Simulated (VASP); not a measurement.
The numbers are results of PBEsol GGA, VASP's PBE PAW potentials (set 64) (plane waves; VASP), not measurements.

VASP ran on this input.

### INCAR
```
# general
SYSTEM  = BeCd3Te4
PREC    = Accurate
ENCUT   = 400
LREAL   = .False.
LASPH   = .True.
ICHARG  = 11

# electronic loop
EDIFF   = 1E-7
NELM    = 100
ALGO    = Normal
LMAXMIX = 4

# smearing
ISMEAR  = 0
SIGMA   = 0.05

# functional
GGA     = PS

# output
LWAVE   = .False.
LCHARG  = .False.
LORBIT  = 11
```

**POSCAR**
```
BeCd3Te4
1
   -0.0168008676     6.2560461150     6.3008242935
    6.2560461150    -0.0168008676     6.3008242935
    3.1196226237     3.1196226237     0.0000000000
Cd Te Be
3 4 1
Direct
  0.9961735601   0.9961735601   0.0076528799
  0.9947765636   0.5059410291   0.9992824074
  0.5059410291   0.9947765636   0.9992824074
  0.1256149120   0.1256149120   0.2487701759
  0.1585068396   0.6134308488   0.2280623116
  0.6134308488   0.1585068396   0.2280623116
  0.6057654841   0.6057654841   0.2884690318
  0.4997907627   0.4997907627   0.0004184745
```

File KPOINTS:
```
k-points along high-symmetry lines
8
Line-mode
Reciprocal
  0.000000   0.000000   0.000000 ! GAMMA
 -0.500000  -0.500000   0.000000 ! Y

 -0.500000  -0.500000   0.000000 ! Y
 -0.625000  -0.375000   0.000000 ! C_0

 -0.375000   0.375000   0.000000 ! SIGMA_0
  0.000000   0.000000   0.000000 ! GAMMA

  0.000000   0.000000   0.000000 ! GAMMA
  0.500000   0.500000   0.500000 ! Z

  0.500000   0.500000   0.500000 ! Z
  0.125000   0.875000   0.500000 ! A_0

 -0.125000   0.125000   0.500000 ! E_0
  0.000000   0.000000   0.500000 ! T

  0.000000   0.000000   0.500000 ! T
 -0.500000  -0.500000   0.000000 ! Y

  0.000000   0.000000   0.000000 ! GAMMA
 -0.500000   0.000000   0.000000 ! S

 -0.500000   0.000000   0.000000 ! S
  0.000000   0.500000   0.500000 ! R

  0.000000   0.500000   0.500000 ! R
  0.500000   0.500000   0.500000 ! Z

  0.500000   0.500000   0.500000 ! Z
  0.000000   0.000000   0.500000 ! T
```

POTCAR, in this order: Cd Te Be (PBE.64 set). Program: vasp_std. Read from the step before: CHGCAR.

Output

**OSZICAR**
```
       N       E                     dE             d eps       ncg     rms          rms(c)
DAV:   1     0.334149872919E+03    0.33415E+03   -0.23893E+04  6520   0.117E+03
DAV:   2    -0.339968504546E+01   -0.33755E+03   -0.32887E+03  7541   0.297E+02
DAV:   3    -0.229071717708E+02   -0.19507E+02   -0.19317E+02  7689   0.722E+01
DAV:   4    -0.232602308033E+02   -0.35306E+00   -0.35252E+00  8195   0.858E+00
DAV:   5    -0.232649544660E+02   -0.47237E-02   -0.47231E-02  7589   0.102E+00
DAV:   6    -0.232650793661E+02   -0.12490E-03   -0.12490E-03  8371   0.150E-01
DAV:   7    -0.232650827659E+02   -0.33999E-05   -0.33997E-05  7650   0.233E-02
DAV:   8    -0.232650829122E+02   -0.14634E-06   -0.14629E-06  7192   0.424E-03
DAV:   9    -0.232650829186E+02   -0.63537E-08   -0.63343E-08  5313   0.945E-04
   1 F= -.23265083E+02 E0= -.23265083E+02  d E =-.364986E-14
```

### OUTCAR
```
 val. band max:        2.9518213401   @ k =   0.0000   0.0000   0.0000

 cond. band min:       3.9463880180   @ k =   0.0000   0.0000   0.0000



 k-point     1 :       0.0000    0.0000    0.0000
  band No.  band energies     occupation
      1      -8.6708      2.00000
      2      -8.0672      2.00000
      3      -7.9971      2.00000
      4      -7.8094      2.00000
      5      -5.4573      2.00000
      6      -5.4544      2.00000
      7      -5.4538      2.00000
      8      -5.4051      2.00000
      9      -5.3502      2.00000
     10      -5.3468      2.00000
     11      -5.3037      2.00000
     12      -5.2117      2.00000
     13      -5.2085      2.00000
     14      -5.2035      2.00000
     15      -5.1990      2.00000
     16      -5.1416      2.00000
     17      -5.0910      2.00000
     18      -5.0431      2.00000
     19      -4.7443      2.00000
     20      -1.9630      2.00000
     21      -1.9231      2.00000
     22      -1.6871      2.00000
     23       0.5420      2.00000
     24       0.6890      2.00000
     25       1.7604      2.00000
     26       1.8365      2.00000
     27       1.9290      2.00000
     28       2.2358      2.00000
     29       2.7712      2.00000
     30       2.8082      2.00000
     31       2.9518      2.00000
     32       3.9464      0.00000
     33       4.6478      0.00000
     34       4.7672      0.00000
     35       5.2071      0.00000
     36       5.4006      0.00000
     37       6.8852      0.00000

 k-point     2 :      -0.0714   -0.0714    0.0000
  band No.  band energies     occupation
      1      -8.6626      2.00000
      2      -8.0682      2.00000
      3      -7.9980      2.00000
      4      -7.8178      2.00000
      5      -5.4555      2.00000
      6      -5.4527      2.00000
      7      -5.4516      2.00000
      8      -5.4047      2.00000
      9      -5.3511      2.00000
     10      -5.3475      2.00000
     11      -5.3033      2.00000
     12      -5.2129      2.00000
...
```

The density is held fixed in this step, so its total energy and stress have no physical meaning. Unless said otherwise, spin-orbit coupling is left out, though it shifts the bands of the heavy elements here.

The structure was generated: BeCd3Te4 was put into an ordered model structure (Amm2), which need not be its known phase. It was relaxed first.
